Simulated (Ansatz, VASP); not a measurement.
# BiAs: VASP beside Ansatz

One calculation is typed for both programs; each brings its own data sets and cutoff. How far apart do they land? The cell is invented: As first built, before any earlier steps moved the atoms (in the runner's words): it takes the AsP structure with some of its atoms replaced by other elements, volume scaled by an estimate. It may not be a known or stable phase. The cell is taken from a series of VASP runs on this material, whose earlier steps may have relaxed, scaled or displaced it; both programs get it as it stands.

Program: Ansatz 0.2.0. Level of theory: plane waves, with VASP 6.6.1 beside it; band structure at HSE06. Results are calculated unless marked as measured.

## Step 1: The starting structure

The structure is trigonal, space group R3m (No. 160). Conventional cell: a = 4.253 Å, b = 4.253 Å, c = 11.048 Å, α = 90.00°, β = 90.00°, γ = 120.00°. Bi has 6 As at 2.85 to 3.33 Å nearest. Nearest to As lie 6 Bi at 2.85 to 3.33 Å. As first built, before any earlier steps moved the atoms (in the runner's words): sites of the AsP structure (space group 160) filled with other elements, volume scaled by an estimate. Farther neighbours are not listed.

As a file:

```xyz
2
Lattice="2.1264 1.2277 3.6826 -2.1264 1.2277 3.6826 0.0000 -2.4554 3.6826" Properties=species:S:1:pos:R:3 pbc="T T T"
Bi    0.0000    0.0000    2.5609
As    0.0000    0.0000    8.4869
```

## Step 2: VASP: band structure, HSE06

Levels along a path test the potential and the projectors away from the mesh points.

Lines of VASP's logs that name or quote its potential files are left out, and so is its time.

The run reads the wave functions of an earlier VASP run, which isn't shown here.

File INCAR:

```
SYSTEM = BiAs
PREC = Accurate
ENCUT = 400
EDIFF = 1E-06
NELM = 100
ISMEAR = 0
SIGMA = 0.02
LREAL = .FALSE.
ALGO = Normal
LHFCALC = .TRUE.
AEXX = 0.25
GGA = PE
HFSCREEN = 0.2
LASPH = .TRUE.
NBANDS = 16
PRECFOCK = Fast
LORBIT = 11
LWAVE = .FALSE.
LCHARG = .FALSE.
KPAR = 4
```

File POSCAR:

```
BiAs
1.0
    2.1264006924      1.2276782936      3.6825905750
   -2.1264006924      1.2276782936      3.6825905750
    0.0000000000     -2.4553565871      3.6825905750
Bi As
1 1
Direct
    0.2317986543      0.2317986543      0.2317986543
    0.7682013457      0.7682013457      0.7682013457
```

File KPOINTS:

```
Automatic mesh
0
Gamma
4 4 4
0 0 0
```

File KPOINTS_OPT:

```
Line mode
6
Line-mode
Reciprocal
  0.00000000   0.00000000   0.00000000 GAMMA
  0.50000000   0.00000000   0.00000000 L

  0.50000000   0.00000000   0.00000000 L
  0.50000000   0.24075861  -0.24075861 B1

  0.75924139   0.50000000   0.24075861 B
  0.50000000   0.50000000   0.50000000 Z

  0.50000000   0.50000000   0.50000000 Z
  0.00000000   0.00000000   0.00000000 GAMMA

  0.00000000   0.00000000   0.00000000 GAMMA
  0.37037930   0.00000000  -0.37037930 X

  0.62962070   0.37037930   0.00000000 Q
  0.50000000   0.50000000   0.00000000 F

  0.50000000   0.50000000   0.00000000 F
  0.62962070   0.62962070   0.24075861 P1

  0.62962070   0.62962070   0.24075861 P1
  0.50000000   0.50000000   0.50000000 Z

  0.50000000   0.00000000   0.00000000 L
  0.75924139   0.37037930   0.37037930 P
```

Potentials, in the order of the species: Bi_d and As (PBE family, release 64).

Run with:

```
$ mpirun -np 4 vasp_std
```

Numbers of over 12 decimals in the logs are rounded to 6 here.

The log of the run:

```text
[banner, memory and clock lines left out]
running    4 mpi-ranks, on    1 nodes
 distrk:  each k-point on    1 cores,    4 groups
 distr:  one band on    1 cores,    1 groups

 POSCAR found type information on POSCAR BiAs
 POSCAR found :  2 types and       2 ions
 LDA part: xc-table for (Slater+PW92), standard interpolation
 found WAVECAR, reading the header
 POSCAR, INCAR and KPOINTS ok, starting setup
 FFT: planning ... GRIDC
 FFT: planning ... GRID_SOFT
 FFT: planning ... GRID
 reading WAVECAR
 the WAVECAR file was read successfully
 initial charge from wavefunction
 entering main loop
       N       E                     dE             d eps       ncg     rms          rms(c)
DAV:   1    -0.103012830083E+02   -0.10301E+02   -0.55808E-01   424   0.682E+00    0.170E+00
DAV:   2    -0.103092602637E+02   -0.79773E-02   -0.33206E-02   472   0.982E-01    0.115E+00
DAV:   3    -0.103088777792E+02    0.38248E-03   -0.21604E-03   632   0.259E-01    0.648E-01
DAV:   4    -0.103086111480E+02    0.26663E-03   -0.27861E-04   584   0.100E-01    0.367E-01
DAV:   5    -0.103085514041E+02    0.59744E-04   -0.12292E-04   568   0.611E-02    0.204E-01
DAV:   6    -0.103085363928E+02    0.15011E-04   -0.23734E-05   568   0.335E-02    0.114E-01
DAV:   7    -0.103085323375E+02    0.40554E-05   -0.65526E-06   520   0.165E-02    0.630E-02
DAV:   8    -0.103085324167E+02   -0.79257E-07   -0.24383E-06   464   0.813E-03
   1 F= -.10308532E+02 E0= -.10308532E+02  d E =-.765248E-29
 Start KPOINTS_OPT (optional k-point list driver)
k-point batch [1-13\54]
       N       E                     dE             ncg
DAV:   1    -0.390376758982E+03   -0.58731E+04      416
DAV:   2    -0.244905746276E+04   -0.20587E+04      448
DAV:   3    -0.261034899479E+04   -0.16129E+03      512
DAV:   4    -0.261519653501E+04   -0.48475E+01      544
DAV:   5    -0.261533523912E+04   -0.13870E+00      600
DAV:   6    -0.261534257024E+04   -0.73311E-02      648
DAV:   7    -0.261534266029E+04   -0.90044E-04      576
DAV:   8    -0.261534266101E+04   -0.71963E-06      424
[...]
k-point batch [53-54\54]
       N       E                     dE             ncg
DAV:   1     0.576634419928E+04   -0.13276E+04       64
DAV:   2     0.544584305744E+04   -0.32050E+03       72
DAV:   3     0.542244375141E+04   -0.23399E+02       72
DAV:   4     0.542181409597E+04   -0.62966E+00       80
DAV:   5     0.542179484607E+04   -0.19250E-01       80
DAV:   6     0.542179364153E+04   -0.12045E-02       96
DAV:   7     0.542179362679E+04   -0.14744E-04       80
DAV:   8     0.542179362665E+04   -0.13449E-06       64
```

Parts of OUTCAR (step 2):

```text
ion  position               nearest neighbor table
   1  0.232  0.232  0.232-   2 2.85   2 2.85   2 2.85   2 3.33   2 3.33   2 3.33
   2  0.768  0.768  0.768-   1 2.85   1 2.85   1 2.85   1 3.33   1 3.33   1 3.33

  LATTYP: Found a trigonal (rhomboedric) cell.
 ALAT       =     4.4260871252
 COS(alpha) =     0.5383844660

 Subroutine GETGRP returns: Found  6 space group operations
 (whereof  6 operations were pure point group operations)

The static configuration has the point symmetry C_3v.

 Found     13 irreducible k-points:

   k-points           NKPTS =     13   k-points in BZ     NKDIM =     64   number of bands    NBANDS=     16

   dimension x,y,z NGX =    30 NGY =   30 NGZ =   30
   dimension x,y,z NGXF=    60 NGYF=   60 NGZF=   60

   ENCUT  =  400.0 eV  29.40 Ry    5.42 a.u.   7.22  7.22  7.22*2*pi/ulx,y,z

   NELECT =      20.0000    total number of electrons

 k-points in reciprocal lattice and weights: Automatic mesh
   0.00000000  0.00000000  0.00000000       0.016
   0.25000000 -0.00000000  0.00000000       0.094
   0.50000000 -0.00000000  0.00000000       0.047
   0.25000000  0.25000000  0.00000000       0.094
   0.50000000  0.25000000 -0.00000000       0.188
  -0.25000000  0.25000000  0.00000000       0.094
   0.50000000  0.50000000  0.00000000       0.047
   0.25000000  0.25000000  0.25000000       0.031
   0.50000000  0.25000000  0.25000000       0.094
  -0.25000000  0.25000000  0.25000000       0.094
   0.50000000  0.50000000  0.25000000       0.094
  -0.25000000  0.50000000  0.25000000       0.094
   0.50000000  0.50000000  0.50000000       0.016

  exchange ACFDT corr.  =         0.00000000  see jH, gK, PRB 81, 115126

 average (electrostatic) potential at core
       1 -99.4712       2 -45.2918

 E-fermi :   5.3302

 k-point     1 :       0.0000    0.0000    0.0000
  band No.  band energies     occupation
    ...
      6      -9.4648      2.00000
      7      -1.7180      2.00000
      8       3.6378      2.00000
      9       3.7346      2.00000
     10       3.7346      2.00000
     11       8.4842      0.00000
     12       9.2962      0.00000
     13       9.2962      0.00000
     14      12.3054      0.00000
     15      12.3054      0.00000
    ...

 k-point     2 :       0.2500   -0.0000    0.0000
  band No.  band energies     occupation
    ...
      6      -8.7262      2.00000
      7      -3.5336      2.00000
      8       3.6237      2.00000
      9       3.6459      2.00000
     10       4.3023      2.00000
     11       7.1542      0.00000
     12       7.8166      0.00000
     13       8.0120      0.00000
     14      11.8003      0.00000
     15      12.7192      0.00000
    ...

 k-point     3 :       0.5000   -0.0000    0.0000
  band No.  band energies     occupation
    ...
      6      -6.9909      2.00000
      7      -6.1042      2.00000
      8       3.6098      2.00000
      9       3.6878      2.00000
     10       5.1759      2.00000
     11       5.5655      0.00000
     12       6.5036      0.00000
     13       7.0063      0.00000
     14      14.3661      0.00000
     15      15.4635      0.00000
    ...

  energy-cutoff  :      400.00
  volume of cell :       57.68
      direct lattice vectors                 reciprocal lattice vectors
     2.126400692  1.227678294  3.682590575     0.235139126  0.135757606  0.090515990
    -2.126400692  1.227678294  3.682590575    -0.235139126  0.135757606  0.090515990
     0.000000000 -2.455356587  3.682590575     0.000000000 -0.271515213  0.090515990

 POSITION                                       TOTAL-FORCE (eV/Angst)
 -----------------------------------------------------------------------------------
      0.00000      0.00000      2.56086         0.000000     -0.000000     -0.415350
      0.00000      0.00000      8.48691         0.000000      0.000000      0.415350
 -----------------------------------------------------------------------------------
    total drift:                                0.000001      0.000007     -0.000476

  FREE ENERGIE OF THE ION-ELECTRON SYSTEM (eV)
  ---------------------------------------------------
  free  energy   TOTEN  =       -10.3085324167 eV

  energy  without entropy=      -10.3085324167  energy(sigma->0) =      -10.30853242

 total charge
# of ion       s       p       d       tot
------------------------------------------
    1        1.607   1.214   9.938  12.759
    2        1.296   1.422   0.023   2.742
--------------------------------------------------
tot          2.904   2.636   9.961  15.501

[... 3 further parts left out ...]
```

(Part 1 of 2 ends here.)

[Lines on the potential files, build, host, timing and source positions are cut from VASP's logs without a mark.]

[Logs are printed without paths, hosts, clocks, repeated set-up lines and the standing remarks that a program may print on its own settings, such as how far it seeks lower states.]

[Hosts, paths, dates, database ids (printed as entryN), source tags and the programs' standing remarks are cut or masked in the printed files.]
